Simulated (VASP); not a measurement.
Output of a VASP run:

**OUTCAR**
```
 ion  position               nearest neighbor table
   1  0.250  0.250  0.250-   3 2.55   3 2.55   3 2.55   3 2.55   2 2.95   2 2.95   2 2.95   2 2.95
                             2 2.95   2 2.95
   2  0.750  0.750  0.750-   3 2.55   3 2.55   3 2.55   3 2.55   1 2.95   1 2.95   1 2.95   1 2.95
                             1 2.95   1 2.95
   3  0.000  0.000  0.000-   2 2.55   2 2.55   2 2.55   1 2.55   1 2.55   1 2.55   2 2.55   1 2.55
  LATTYP: Found a face centered cubic cell.
 ALAT       =     5.8942169558
 Subroutine PRICEL returns:
 Original cell was already a primitive cell.
 Subroutine GETGRP returns: Found 48 space group operations
The static configuration has the point symmetry O_h .
The dynamic configuration has the point symmetry O_h .
 Subroutine INISYM returns: Found 48 space group operations
 Subroutine IBZKPT returns following result:
 Found     35 irreducible k-points:

 Following reciprocal coordinates:
            Coordinates               Weight
  0.000000  0.000000  0.000000      1.000000
  0.111111  0.000000  0.000000      8.000000
  0.222222  0.000000  0.000000      8.000000
  0.333333  0.000000  0.000000      8.000000
  0.444444  0.000000  0.000000      8.000000
  0.111111  0.111111  0.000000      6.000000
  0.222222  0.111111  0.000000     24.000000
  0.333333  0.111111  0.000000     24.000000
  0.444444  0.111111  0.000000     24.000000
 -0.444444  0.111111  0.000000     24.000000
 -0.333333  0.111111  0.000000     24.000000
 -0.222222  0.111111  0.000000     24.000000
 -0.111111  0.111111  0.000000     12.000000
  0.222222  0.222222  0.000000      6.000000
  0.333333  0.222222  0.000000     24.000000
  0.444444  0.222222  0.000000     24.000000
 -0.444444  0.222222  0.000000     24.000000
 -0.333333  0.222222  0.000000     24.000000
 -0.222222  0.222222  0.000000     12.000000
  0.333333  0.333333  0.000000      6.000000
  0.444444  0.333333  0.000000     24.000000
 -0.444444  0.333333  0.000000     24.000000
 -0.333333  0.333333  0.000000     12.000000
  0.444444  0.444444  0.000000      6.000000
 -0.444444  0.444444  0.000000     12.000000
  0.333333  0.222222  0.111111     24.000000
  0.444444  0.222222  0.111111     48.000000
 -0.444444  0.222222  0.111111     48.000000
  0.444444  0.333333  0.111111     24.000000
 -0.444444  0.333333  0.111111     48.000000
 -0.333333  0.333333  0.111111     48.000000
 -0.222222  0.333333  0.111111     24.000000
 -0.444444  0.444444  0.111111     24.000000
 -0.333333  0.444444  0.111111     24.000000
 -0.333333  0.444444  0.222222     24.000000
   k-points           NKPTS =     35   k-points in BZ     NKDIM =     35   number of bands    NBANDS=     12
   number of dos      NEDOS =    301   number of ions     NIONS =      3
   total plane-waves  NPLWV =  32768
   dimension x,y,z NGX =    32 NGY =   32 NGZ =   32
   dimension x,y,z NGXF=    64 NGYF=   64 NGZF=   64
   ions per type =               2   1
   PREC   = accura    normal or accurate (medium, high low for compatibility)
   ISTART =      0    job   : 0-new  1-cont  2-samecut
   ICHARG =      2    charge: 1-file 2-atom 10-const
   ISPIN  =      1    spin polarized calculation?
   LNONCOLLINEAR =      F non collinear calculations
   LSORBIT =      F    spin-orbit coupling
   INIWAV =      1    electr: 0-lowe 1-rand  2-diag
   ENCUT  =  520.0 eV  38.22 Ry    6.18 a.u.   7.75  7.75  7.75*2*pi/ulx,y,z
   NELM   =    100;   NELMIN=  2; NELMDL= -5     # of ELM steps
   EDIFF  = 0.1E-06   stopping-criterion for ELM
   LREAL  =      F    real-space projection
   NLSPLINE    = F    spline interpolate recip. space projectors
   LMAXMIX     =    6 max onsite mixed and CHGCAR
   VOSKOWN=      0    Vosko Wilk Nusair interpolation
   EDIFFG = 0.1E-05   stopping-criterion for IOM
   NSW    =      0    number of steps for IOM
   NBLOCK =      1;   KBLOCK =      1    inner block; outer block
   IBRION =     -1    ionic relax: 0-MD 1-quasi-New 2-CG
   NFREE  =      0    steps in history (QN), initial steepest desc. (CG)
   ISIF   =      2    stress and relaxation
...
```

**OSZICAR**
```
       N       E                     dE             d eps       ncg     rms          rms(c)
DAV:   1     0.523014601323E+02    0.52301E+02   -0.67750E+03   840   0.113E+03
DAV:   2    -0.164901669795E+02   -0.68792E+02   -0.62123E+02   996   0.195E+02
DAV:   3    -0.184093005566E+02   -0.19191E+01   -0.18808E+01  1068   0.322E+01
DAV:   4    -0.184254212185E+02   -0.16121E-01   -0.16118E-01   996   0.352E+00
DAV:   5    -0.184256768665E+02   -0.25565E-03   -0.25563E-03  1080   0.456E-01    0.907E+00
DAV:   6    -0.179046770357E+02    0.52100E+00   -0.27191E+00   976   0.161E+01    0.226E+00
DAV:   7    -0.178126945603E+02    0.91982E-01   -0.20587E-01   912   0.468E+00    0.169E+00
DAV:   8    -0.177750438627E+02    0.37651E-01   -0.34455E-02  1008   0.174E+00    0.265E-01
DAV:   9    -0.177747889879E+02    0.25487E-03   -0.20953E-03  1004   0.440E-01    0.169E-01
DAV:  10    -0.177748269449E+02   -0.37957E-04   -0.24738E-04   988   0.143E-01    0.189E-02
DAV:  11    -0.177748232263E+02    0.37186E-05   -0.16019E-05  1024   0.423E-02    0.865E-03
DAV:  12    -0.177748232581E+02   -0.31781E-07   -0.14650E-06   952   0.957E-03    0.223E-03
DAV:  13    -0.177748231653E+02    0.92797E-07   -0.58230E-07   988   0.752E-03
   1 F= -.17774823E+02 E0= -.17775278E+02  d E =0.136390E-02
```

OUTCAR:
```
------------------------ aborting loop because EDIFF is reached ----------------------------------------
  FORCE on cell =-STRESS in cart. coord.  units (eV):
  Direction    XX          YY          ZZ          XY          YZ          ZX
  --------------------------------------------------------------------------------------
  Total        0.0057359      0.0057359      0.0057359      0.0000000      0.0000000     -0.0000000
  in kB        0.1795135      0.1795135      0.1795135      0.0000000      0.0000000     -0.0000000
  external PRESSURE =       0.1795135 kB  Pullay stress =       0.0000000 kB
  volume of cell :       51.19
      direct lattice vectors                 reciprocal lattice vectors
     0.000000000  2.947108478  2.947108478    -0.169657820  0.169657820  0.169657820
     2.947108478  0.000000000  2.947108478     0.169657820 -0.169657820  0.169657820
     2.947108478  2.947108478  0.000000000     0.169657820  0.169657820 -0.169657820
 POSITION                                       TOTAL-FORCE (eV/Angst)
 -----------------------------------------------------------------------------------
      1.47355      1.47355      1.47355         0.000000      0.000000      0.000000
      4.42066      4.42066      4.42066        -0.000000     -0.000000     -0.000000
      0.00000      0.00000      0.00000         0.000000      0.000000      0.000000
 -----------------------------------------------------------------------------------
    total drift:                                0.000000     -0.000000      0.000000
  FREE ENERGIE OF THE ION-ELECTRON SYSTEM (eV)
  ---------------------------------------------------
  free  energy   TOTEN  =       -17.7748231653 eV

  energy  without entropy=      -17.7761870613  energy(sigma->0) =      -17.77527780
```
(Selected blocks of OUTCAR.)

### POSCAR
```
PtAl2
1
    0.0000000000     2.9471084779     2.9471084779
    2.9471084779     0.0000000000     2.9471084779
    2.9471084779     2.9471084779     0.0000000000
Al Pt
2 1
Direct
  0.2500000000   0.2500000000   0.2500000000
  0.7500000000   0.7500000000   0.7500000000
  0.0000000000   0.0000000000   0.0000000000
```

Question: Write an INCAR and KPOINTS that could have produced this output.

Answer: One answer among several that fit: the input of the run itself, PBEsol GGA, plane waves, VASP's PBE PAW potentials (set 64).

INCAR:
```
! general
SYSTEM  = PtAl2
PREC    = Accurate
ENCUT   = 520   ! plane-wave cut-off (eV)
LREAL   = .False.   ! projection in real space or not
LASPH   = .True.

! electronic loop
EDIFF   = 1E-7
NELM    = 100   ! most electronic steps
ALGO    = Normal
LMAXMIX = 6

! smearing
ISMEAR  = 1   ! Methfessel-Paxton
SIGMA   = 0.1   ! width (eV)

! functional
GGA     = PS   ! PBEsol

! ions
ISIF    = 2

! output
LWAVE   = .False.
LCHARG  = .False.
```

KPOINTS:
```
kpoints
0
Gamma
 9 9 9
0 0 0
```

POTCAR, in this order: Al Pt (PBE.64 set). Program: vasp_std.

The compound is PtAl2 in the fluorite structure. It was relaxed first.
